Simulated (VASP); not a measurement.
Given:

```xyz
8
Lattice="0.0000 2.2516 2.2516 2.2516 0.0000 2.2516 8.9697 8.9697 0.0367" Properties=species:S:1:pos:R:3 pbc="T T T"
Zr     8.9210     8.9210     0.0855
Zr     4.5428     4.5428     4.4637
C      2.2470     2.2470     2.2562
C      4.5877     4.5877     2.1671
C      6.7319     6.7319     2.2746
C      8.8760     8.8760     2.3820
Ti     6.7858     6.7858     4.4723
Ti     6.6780     6.6780     0.0769
```

Method: PBEsol GGA, VASP's PBE PAW potentials (set 64) (plane waves; VASP). Run with 520 eV cut-off, Gaussian smearing of 0.050 eV, potentials Zr_sv C Ti_sv.

Give the energies of bands 24 to 37 at the high-symmetry points, in eV from the Fermi level.

| band | Γ | T | H2 | L | S0 | F |
|---|---|---|---|---|---|---|
| 24 | -2.77 | -2.84 | -3.91 | -3.35 | -3.93 | -3.28 |
| 25 | -2.76 | -2.62 | -2.99 | -2.75 | -2.99 | -2.99 |
| 26 | -1.82 | -2.62 | -2.98 | -2.66 | -2.98 | -2.82 |
| 27 | -1.82 | -0.71 | -2.80 | -2.58 | -2.79 | -2.69 |
| 28 | -1.80 | -0.69 | -2.59 | -2.46 | -2.59 | -2.15 |
| 29 | -1.80 | -0.51 | -2.44 | -2.41 | -2.45 | -1.91 |
| 30 | 0.66 | -0.51 | -2.18 | -1.97 | -2.17 | -1.90 |
| 31 | 0.66 | -0.26 | -2.15 | -0.93 | -2.15 | -1.84 |
| 32 | 0.82 | -0.26 | -1.85 | -0.63 | -1.86 | -0.06 |
| 33 | 1.24 | 0.85 | 1.92 | 0.31 | 1.92 | 0.05 |
| 34 | 1.24 | 0.85 | 2.05 | 0.53 | 2.06 | 1.49 |
| 35 | 1.31 | 1.59 | 2.29 | 2.49 | 2.27 | 1.56 |
| 36 | 1.90 | 1.59 | 2.74 | 2.59 | 2.75 | 2.59 |
| 37 | 1.91 | 1.83 | 2.77 | 2.90 | 2.76 | 2.84 |

It has no gap at this level: it comes out as a metal or semimetal.

The structure was generated: Ti2Zr2C4 was put into an ordered model structure (R-3m), which need not be its known phase. It was relaxed first.
